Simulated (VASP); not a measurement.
These are LDA (Ceperley-Alder, Perdew-Zunger), VASP's LDA PAW potentials (set 64) (plane waves; VASP 6.6.1) values and carry that method's errors.

Input for VASP

KPOINTS:
```
K-points
0
gamma
  16 16 16
0 0 0
```

### INCAR
```
ALGO = Normal
EDIFF = 1E-6
EDIFFG = -0.02
ENCUT = 500
IBRION = 2
ISIF = 3
ISMEAR = 1
LASPH = .TRUE.
LCHARG = .FALSE.
LREAL = .FALSE.
LWAVE = .FALSE.
NELM = 100
NSW = 40
PREC = Accurate
PSTRESS = 200
SIGMA = 0.1
SYSTEM = Na
```

**POSCAR**
```
Na
1
   -1.6351657716     1.6351657716     1.6351657716
    1.6351657716    -1.6351657716     1.6351657716
    1.6351657716     1.6351657716    -1.6351657716
Na
1
Direct
  0.0000000000   0.0000000000   0.0000000000
```

POTCAR, in this order: Na_pv (LDA.64 set). Program: vasp_std.

Problem. What will the output report for the number of irreducible k-points (NKPTS), largest plane-wave count, number of space-group operations, FFT grid (NGX, NGY, NGZ)?

Solution. 
- number of irreducible k-points (NKPTS) = 145
- largest plane-wave count = 466
- number of space-group operations = 48
- FFT grid (NGX, NGY, NGZ) = 24 × 24 × 24

The compound is Na in the bcc structure. This run relaxes it under an external pressure of 20 GPa. Symmetry was kept, so distortions that lower it aren't found.
